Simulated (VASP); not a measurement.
Consider the following.

```yaml
crystal:
  lattice:
    - [0.00000, 2.68653, 2.68653]
    - [2.68653, 0.00000, 2.68653]
    - [2.68653, 2.68653, 0.00000]
  atoms:
    - { symbol: Co, position: [0.00000, 0.00000, 0.00000] }
    - { symbol: Si, position: [0.25000, 0.25000, 0.25000] }
    - { symbol: Si, position: [0.75000, 0.75000, 0.75000] }
```

Level of theory: optB88-vdW, VASP's PBE PAW potentials (set 64) (plane waves; VASP 6.6.1). Numerical set-up: 520 eV cut-off, 9×9×9 Γ-centred mesh, first-order Methfessel-Paxton smearing of 0.10 eV, potentials Co Si.

Q: Predict the energy per atom (σ→0), band gap (on the k-mesh) with the smallest direct gap where there is one.

A: 
The band gap (on the k-mesh) comes out as none (metal, semimetal or under 0.01 eV) and the energy per atom (σ→0) is -4615 meV/atom.

The compound is CoSi2 in the fluorite structure. It was relaxed first. The start is the result of an earlier pass. The run is not spin-polarised, so no magnetic state was tried. The electron count is odd and the run is not spin-polarised, which forces a metal.
